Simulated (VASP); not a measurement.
Consider the following.

```
CELL_PARAMETERS angstrom
      0.00000     2.82854     2.82854
      2.82854     0.00000     2.82854
      2.82854     2.82854     0.00000
ATOMIC_POSITIONS crystal
  Pb 0.00000 0.00000 0.00000
  Se 0.50000 0.50000 0.50000
```

Computed with PBEsol GGA, VASP's PBE PAW potentials (set 64) (plane waves; VASP 6.6.1). Run with 500 eV cut-off, 8×8×8 Γ-centred mesh, Gaussian smearing of 0.050 eV, potentials Pb_d Se.

Estimate the energy per atom (σ→0), pressure.

```yaml
energy per atom (σ→0): -4.166 eV/atom
pressure: 19.94 GPa
```

The compound is PbSe in the rock salt structure. It was relaxed first under an external pressure of 20 GPa.
